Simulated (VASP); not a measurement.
An input for Ansatz (written as the equivalent of a VASP run, and not itself run):

Ansatz 0.2 input:
```yaml
crystal:
  lattice:
    - [3.6506480, 0.0000000, 0.0000000]
    - [-1.8253240, 3.1615539, 0.0000000]
    - [0.0000000, 0.0000000, 5.7782801]
  atoms:
    - { symbol: Si, position: [0.0000000, 0.0000000, 0.0000000] }
    - { symbol: Si, position: [0.0000000, 0.0000000, 0.5000000] }
    - { symbol: Ge, position: [0.3333330, 0.6666670, 0.2500000] }
    - { symbol: Ge, position: [0.6666670, 0.3333330, 0.7500000] }
kpoints:
  mp_grid: { grid: [10, 10, 6] }
hamiltonian:
  xc: pbesol
  pseudopotentials: { kind: paw }
scf:
  occupations: { method: methfessel_paxton, width: 0.1 }
  max_iter: 100
relax:
  max_steps: 40
  f_tol: 0.02
  cell: { p_target: 10 }
output: { forces: true, stress: true, eigenvalues: true }
```

### Question
Write the VASP files for the same calculation (PBEsol).

### Answer
Several could match; the one computed here: 
**INCAR**
```
SYSTEM = SiGe
PREC = Accurate; ENCUT = 500; LREAL = F
LASPH = T
EDIFF = 1E-6; NELM = 100; ALGO = Normal
LMAXMIX = 4
ISMEAR = 1; SIGMA = 0.1
GGA = PS
IBRION = 2; NSW = 40; ISIF = 3
EDIFFG = -0.02; PSTRESS = 100
LWAVE = F; LCHARG = F
```

### KPOINTS
```
kpoints
0
G
 10 10 6
0 0 0
```

### POSCAR
```
SiGe
1
    3.6506480089     0.0000000000     0.0000000000
   -1.8253240045     3.1615538832     0.0000000000
    0.0000000000     0.0000000000     5.7782801267
Si Ge
2 2
Direct
  0.0000000000   0.0000000000   0.0000000000
  0.0000000000   0.0000000000   0.5000000000
  0.3333330000   0.6666670000   0.2500000000
  0.6666670000   0.3333330000   0.7500000000
```

POTCAR, in this order: Si Ge_d (PBE.64 set). Program: vasp_std.

The two are equivalent in intent, not identical: each code has its own PAW files, so the cut-off isn't converted (ENCUT is set for VASP's; basis.ecutwfc is left out, and Ansatz then takes the one that its files recommend); Ansatz stops its SCF on the density residual and VASP on the energy change (EDIFF).

The structure was generated: SiGe was put into the NiAs type type (P6_3/mmc), which need not be its known phase. This run relaxes it under an external pressure of 10 GPa. Symmetry was kept, so distortions that lower it aren't found.
